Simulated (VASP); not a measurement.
Input:

```
CELL_PARAMETERS angstrom
      0.00000     2.80951     2.80951
      2.80951     0.00000     2.80951
      2.80951     2.80951     0.00000
ATOMIC_POSITIONS crystal
  Ag 0.00000 0.00000 0.00000
  Cl 0.50000 0.50000 0.50000
```

Method: PBE GGA with D4 dispersion, VASP's PBE PAW potentials (set 64) (plane waves; VASP). Run with 520 eV cut-off, 8×8×8 Γ-centred mesh, Gaussian smearing of 0.050 eV, potentials Ag Cl.

**Question.** Give the stress tensor in GPa (positive for a compressed cell).

**Answer.** 
```
-2.52   0.00   0.00
 0.00  -2.52   0.00
 0.00   0.00  -2.52
```
The pressure is its mean diagonal, -2.52 GPa.

The compound is AgCl in the rock salt structure. This cell is one point of a volume scan, at 1.06 of the reference volume.
